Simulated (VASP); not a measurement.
Given:

```yaml
crystal:
  lattice:
    - [1.55584, -2.69479, 0.00000]
    - [1.55584, 2.69479, 0.00000]
    - [0.00000, 0.00000, 4.98088]
  atoms:
    - { symbol: Al, position: [0.66667, 0.33333, 0.50002] }
    - { symbol: Al, position: [0.33333, 0.66667, 0.00002] }
    - { symbol: N, position: [0.66667, 0.33333, 0.88198] }
    - { symbol: N, position: [0.33333, 0.66667, 0.38198] }
```

The numbers are results of revPBE GGA, VASP's PBE PAW potentials (set 64) (plane waves; VASP), not measurements. Numerical set-up: 520 eV cut-off, 8×8×5 Γ-centred mesh, Gaussian smearing of 0.050 eV, potentials Al N.

Problem. Give the stress tensor in GPa (positive for a compressed cell).

Solution. 
```
6.07  0.00  0.00
0.00  6.07  0.00
0.00  0.00  6.04
```
The pressure is its mean diagonal, 6.06 GPa.

The compound is AlN in the wurtzite structure. This cell is one point of a volume scan, at 0.97 of the reference volume.
